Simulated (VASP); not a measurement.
```yaml
crystal:
  lattice:
    - [4.13326, 0.00000, 0.00000]
    - [0.00000, 4.13326, 0.00000]
    - [0.00000, 0.00000, 5.83071]
  atoms:
    - { symbol: Mg, position: [0.50000, 0.00000, 0.73696] }
    - { symbol: Mg, position: [0.00000, 0.50000, 0.26304] }
    - { symbol: Se, position: [0.50000, 0.50000, 0.00000] }
    - { symbol: S, position: [0.00000, 0.00000, 0.50000] }
```

The numbers are results of HSE06 screened hybrid, VASP's PBE PAW potentials (set 64) (plane waves; VASP 6.6.1), not measurements. Settings: 400 eV cut-off, 4×4×4 Γ-centred mesh, Gaussian smearing of 0.050 eV, potentials Mg Se S.

Q: Give the energies of bands 3 to 11 at the high-symmetry points, in eV from the valence-band maximum.

A: 
```tsv
band	Γ	X	M	Z	R	A
3	-3.17	-2.92	-3.21	-2.06	-3.61	-2.73
4	-1.38	-2.56	-3.21	-1.96	-3.38	-2.73
5	-1.38	-1.74	-1.43	-1.13	-0.90	-2.00
6	-0.12	-1.50	-1.23	-1.13	-0.53	-2.00
7	0.00	-0.92	-1.23	-0.37	-0.44	-1.66
8	0.00	-0.11	-1.08	-0.37	-0.08	-1.43
9	3.75	6.74	4.28	5.62	5.40	6.19
10	4.59	6.99	4.70	5.88	5.68	6.32
11	6.16	7.12	6.18	6.92	8.12	8.45
```

The gap is direct, 3.75 eV, from the valence maximum at Γ to the conduction minimum at Γ.

The structure comes from a computed database's Mg2SeS entry (P-4m2); how it stands against other phases isn't given here. It was relaxed first. The cell's shape comes from a PBE relaxation.
